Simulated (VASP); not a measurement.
C:

```
C
1.0
     2.46100    0.00000    0.00000
    -1.23050    2.13129    0.00000
     0.00000    0.00000    6.43968
C
4
Direct
  0.00000 0.00000 0.25000
  0.33333 0.66667 0.25000
  0.00000 0.00000 0.75000
  0.66667 0.33333 0.75000
```

The cell was built by a generator and needn't be a form met in nature.

Base run:

```yaml
Program: VASP 6.6.1
Functional: PBEsol
Potentials_or_basis: VASP PAW PBE potentials, release 64 (C)
Cutoff: 520 eV
k_mesh: 16 × 16 × 4
Occupations: fermi-dirac, width 0.05 eV
Spin: no spin polarisation
```

Its results: band gap on the k mesh 0.41 eV, direct; pressure 0.7 GPa.

**Question.** After a change of settings the same cell gave: band gap on the k mesh 0.43 eV, direct; pressure 3.9 GPa. Which change was it?
A. functional from PBEsol to PBE; dispersion from none to D2
B. functional from PBEsol to rev-vdW-DF2
C. functional from PBEsol to PBE
D. functional from PBEsol to r2SCAN; further incar settings from ALGO = Fast; EDIFF = 1e-06; NBANDS = 16 to ALGO = Normal; EDIFF = 1e-06; NBANDS = 16

**Answer.** C.

PBE binds less tightly than PBEsol, so the same cell stands under more pressure.

Caveats: this functional lacks dispersion, which binds the layers, so the pressure and a relaxed spacing across them are unreliable; the PAW data sets were made with another functional, which shifts forces and pressure a little (some runs).
